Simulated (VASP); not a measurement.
Given:

```
Li2O
1.0
    3.07791     0.00000     0.00000
   -1.53896     2.66555     0.00000
    0.00000     0.00000     3.79942
O Li
1 2
Direct
  0.00000   0.00000   0.99342
  0.33333   0.66667   0.17988
  0.66667   0.33333   0.82012
```

The numbers are results of PBEsol GGA, VASP's PBE PAW potentials (set 64) (plane waves; VASP), not measurements. Settings: 600 eV cut-off, 8×8×6 Γ-centred mesh, Gaussian smearing of 0.050 eV, potentials O Li_sv.

Which forces act on the atoms, in eV/Å?

| atom | Fx | Fy | Fz |
|---|---|---|---|
| O1 | 0.000 | 0.000 | 0.100 |
| Li2 | 0.000 | 0.000 | -0.051 |
| Li3 | 0.000 | 0.000 | -0.049 |

Give the stress tensor in GPa (positive for a compressed cell).

```
-0.09   0.00   0.00
 0.00  -0.09   0.00
 0.00   0.00   0.08
```
The pressure is its mean diagonal, -0.04 GPa.

The structure was generated: Li2O was put into the CdI2 type (P-3m1), which need not be its known phase. This cell was strained or had an atom moved on purpose.
